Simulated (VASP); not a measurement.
Method: PBE GGA, VASP's PBE PAW potentials (set 64) (plane waves; VASP).

A VASP calculation is set up with these files.

File KPOINTS:
```
K-points
0
G
  12 12 10
```

**POSCAR**
```
CuAu
1.0
  2.8865095377   0.0000000000   0.0000000000
  0.0000000000   2.8865095377   0.0000000000
  0.0000000000   0.0000000000   3.5503711780
Cu Au
1 1
Cartesian
  0.0000000000   0.0000000000   3.5503711780
  1.4432547688   1.4432547688   1.7751855890
```

INCAR:
```
ALGO=Normal
EDIFF=1E-7
EDIFFG=-0.01
ENCUT=480
GGA=PE
IBRION=2
ISIF=3
ISMEAR=1
LASPH=.TRUE.
LCHARG=.FALSE.
LMAXMIX=6
LREAL=.FALSE.
LWAVE=.FALSE.
NELM=100
NSW=40
PREC=Accurate
PSTRESS=20
SIGMA=0.1
SYSTEM=CuAu
```

POTCAR, in this order: Cu Au (PBE.64 set). Program: vasp_std.

Output

File OUTCAR:
```
 ion  position               nearest neighbor table
   1  0.000  0.000  0.000-   2 2.71   2 2.71   2 2.71   2 2.71   2 2.71   2 2.71   2 2.71   2 2.71
  LATTYP: Found a simple tetragonal cell.
 ALAT       =     2.8865095377
 C/A-ratio  =     1.2299876829
 Subroutine PRICEL returns:
 Original cell was already a primitive cell.
 Subroutine GETGRP returns: Found 16 space group operations
The static configuration has the point symmetry D_4h.
The dynamic configuration has the point symmetry D_4h.
 Subroutine INISYM returns: Found 16 space group operations
 Subroutine IBZKPT returns following result:
 Found    168 irreducible k-points:

 Following reciprocal coordinates:
            Coordinates               Weight
  0.000000  0.000000  0.000000      1.000000
  0.083333  0.000000  0.000000      4.000000
  0.166667  0.000000  0.000000      4.000000
  0.250000  0.000000  0.000000      4.000000
  0.333333  0.000000  0.000000      4.000000
  0.416667  0.000000  0.000000      4.000000
  0.500000  0.000000  0.000000      2.000000
  0.083333  0.083333  0.000000      4.000000
  0.166667  0.083333  0.000000      8.000000
  0.250000  0.083333  0.000000      8.000000
  0.333333  0.083333  0.000000      8.000000
  0.416667  0.083333  0.000000      8.000000
  0.500000  0.083333  0.000000      4.000000
  0.166667  0.166667  0.000000      4.000000
  0.250000  0.166667  0.000000      8.000000
  0.333333  0.166667  0.000000      8.000000
  0.416667  0.166667  0.000000      8.000000
  0.500000  0.166667  0.000000      4.000000
  0.250000  0.250000  0.000000      4.000000
  0.333333  0.250000  0.000000      8.000000
  0.416667  0.250000  0.000000      8.000000
  0.500000  0.250000  0.000000      4.000000
  0.333333  0.333333  0.000000      4.000000
  0.416667  0.333333  0.000000      8.000000
  0.500000  0.333333  0.000000      4.000000
  0.416667  0.416667  0.000000      4.000000
  0.500000  0.416667  0.000000      4.000000
  0.500000  0.500000  0.000000      1.000000
  0.000000  0.000000  0.100000      2.000000
  0.083333  0.000000  0.100000      8.000000
  0.166667  0.000000  0.100000      8.000000
  0.250000  0.000000  0.100000      8.000000
  0.333333  0.000000  0.100000      8.000000
  0.416667  0.000000  0.100000      8.000000
  0.500000  0.000000  0.100000      4.000000
  0.083333  0.083333  0.100000      8.000000
  0.166667  0.083333  0.100000     16.000000
  0.250000  0.083333  0.100000     16.000000
  0.333333  0.083333  0.100000     16.000000
  0.416667  0.083333  0.100000     16.000000
   k-points           NKPTS =    168   k-points in BZ     NKDIM =    168   number of bands    NBANDS=     15
   number of dos      NEDOS =    301   number of ions     NIONS =      2
   total plane-waves  NPLWV =  16128
   dimension x,y,z NGX =    24 NGY =   24 NGZ =   28
   dimension x,y,z NGXF=    48 NGYF=   48 NGZF=   56
   ions per type =               1   1
   PREC   = accura    normal or accurate (medium, high low for compatibility)
   ISTART =      0    job   : 0-new  1-cont  2-samecut
   ICHARG =      2    charge: 1-file 2-atom 10-const
   ISPIN  =      1    spin polarized calculation?
   LNONCOLLINEAR =      F non collinear calculations
   LSORBIT =      F    spin-orbit coupling
   INIWAV =      1    electr: 0-lowe 1-rand  2-diag
   ENCUT  =  480.0 eV  35.28 Ry    5.94 a.u.   5.16  5.16  6.34*2*pi/ulx,y,z
   NELM   =    100;   NELMIN=  2; NELMDL= -5     # of ELM steps
   EDIFF  = 0.1E-06   stopping-criterion for ELM
   LREAL  =      F    real-space projection
   NLSPLINE    = F    spline interpolate recip. space projectors
   LMAXMIX     =    6 max onsite mixed and CHGCAR
...
```

**OSZICAR**
```
       N       E                     dE             d eps       ncg     rms          rms(c)
DAV:   1     0.126746983953E+03    0.12675E+03   -0.10911E+04  5254   0.196E+03
DAV:   2    -0.376693864812E+01   -0.13051E+03   -0.12424E+03  5250   0.323E+02
DAV:   3    -0.799328733553E+01   -0.42263E+01   -0.41595E+01  6287   0.685E+01
DAV:   4    -0.804005020282E+01   -0.46763E-01   -0.46670E-01  5884   0.613E+00
DAV:   5    -0.804140231967E+01   -0.13521E-02   -0.13521E-02  7494   0.115E+00    0.112E+01
DAV:   6    -0.758614074464E+01    0.45526E+00   -0.92724E+00  5222   0.902E+01    0.559E+00
DAV:   7    -0.711273611263E+01    0.47340E+00   -0.32375E+00  6140   0.944E+01    0.526E+00
DAV:   8    -0.707749675999E+01    0.35239E-01   -0.21654E-01  7269   0.108E+01    0.273E+00
DAV:   9    -0.706939229469E+01    0.81045E-02   -0.42858E-02  7644   0.637E+00    0.266E-01
DAV:  10    -0.706839978754E+01    0.99251E-03   -0.79370E-03  7724   0.245E+00    0.865E-02
DAV:  11    -0.706840819327E+01   -0.84057E-05   -0.33386E-04  7191   0.558E-01    0.309E-02
DAV:  12    -0.706839852294E+01    0.96703E-05   -0.43247E-05  7008   0.193E-01    0.329E-03
DAV:  13    -0.706839815818E+01    0.36476E-06   -0.11941E-06  7842   0.185E-02    0.359E-03
DAV:  14    -0.706839817966E+01   -0.21480E-07   -0.34984E-07  4945   0.202E-02
   1 F= -.66991323E+01 E0= -.66991197E+01  d E =-.669913E+01
```

OUTCAR:
```
------------------------ aborting loop because EDIFF is reached ----------------------------------------
  FORCE on cell =-STRESS in cart. coord.  units (eV):
  Direction    XX          YY          ZZ          XY          YZ          ZX
  --------------------------------------------------------------------------------------
  Total        0.3750772      0.3750772      0.3625845      0.0000000      0.0000000      0.0000000
  in kB       20.3147517     20.3147517     19.6381286      0.0000000      0.0000000      0.0000000
  external PRESSURE =       0.0892107 kB  Pullay stress =      20.0000000 kB
  volume of cell :       29.58
      direct lattice vectors                 reciprocal lattice vectors
     2.886509538  0.000000000  0.000000000     0.346439181  0.000000000  0.000000000
     0.000000000  2.886509538  0.000000000     0.000000000  0.346439181  0.000000000
     0.000000000  0.000000000  3.550371178     0.000000000  0.000000000  0.281660691
 POSITION                                       TOTAL-FORCE (eV/Angst)
 -----------------------------------------------------------------------------------
      0.00000      0.00000      0.00000         0.000000      0.000000      0.000000
      1.44325      1.44325      1.77519         0.000000      0.000000      0.000000
 -----------------------------------------------------------------------------------
    total drift:                                0.000000      0.000000     -0.000000
  FREE ENERGIE OF THE ION-ELECTRON SYSTEM (eV)
  ---------------------------------------------------
  free  energy   TOTEN  =        -7.0683981797 eV

  energy  without entropy=       -7.0683602616  energy(sigma->0) =       -7.06838554
  enthalpy is  TOTEN    =        -6.6991323121 eV   P V=        0.3692658676

 reached required accuracy - stopping structural energy minimisation
```
(Selected blocks of OUTCAR.)

File OUTCAR:
```
 val. band max:        8.4158465550   @ k =   0.5000   0.2500   0.1000

 cond. band min:       8.4378015000   @ k =   0.3333   0.0000   0.4000


 Fermi energy:         8.4352656806

 k-point     1 :       0.0000    0.0000    0.0000
  band No.  band energies     occupation
      1      -1.1054      2.00000
      2       2.1530      2.00000
      3       2.2601      2.00000
      4       4.4346      2.00000
      5       4.4346      2.00000
      6       5.3015      2.00000
      7       5.8453      2.00000
      8       6.4435      2.00000
      9       6.8140      2.00000
     10       7.0128      2.00000
     11       7.0128      2.00000
     12      11.5585      0.00000
     13      17.5376      0.00000
     14      17.6705      0.00000
     15      17.6705      0.00000

 k-point     2 :       0.0833    0.0000    0.0000
  band No.  band energies     occupation
      1      -0.9535      2.00000
      2       2.2246      2.00000
      3       2.3421      2.00000
      4       4.3629      2.00000
      5       4.4710      2.00000
      6       5.2464      2.00000
      7       5.8652      2.00000
      8       6.4290      2.00000
      9       6.7423      2.00000
     10       6.8240      2.00000
     11       6.9778      2.00000
     12      11.9491      0.00000
     13      16.3579      0.00000
     14      17.9029      0.00000
     15      17.9383      0.00000

 k-point     3 :       0.1667    0.0000    0.0000
  band No.  band energies     occupation
      1      -0.5149      2.00000
      2       2.3788      2.00000
      3       2.6265      2.00000
      4       4.1602      2.00000
      5       4.5761      2.00000
      6       5.0911      2.00000
      7       5.8980      2.00000
      8       6.4114      2.00000
      9       6.4299      2.00000
     10       6.5672      2.00000
     11       6.8760      2.00000
     12      12.9425      0.00000
     13      14.3937      0.00000
     14      17.9546      0.00000
     15      18.6974      0.00000
...
```

Unless said otherwise, spin-orbit coupling is left out, though it shifts the bands of the heavy elements here.

The compound is CuAu in the L1_0 structure. It was relaxed first under an external pressure of 2 GPa.
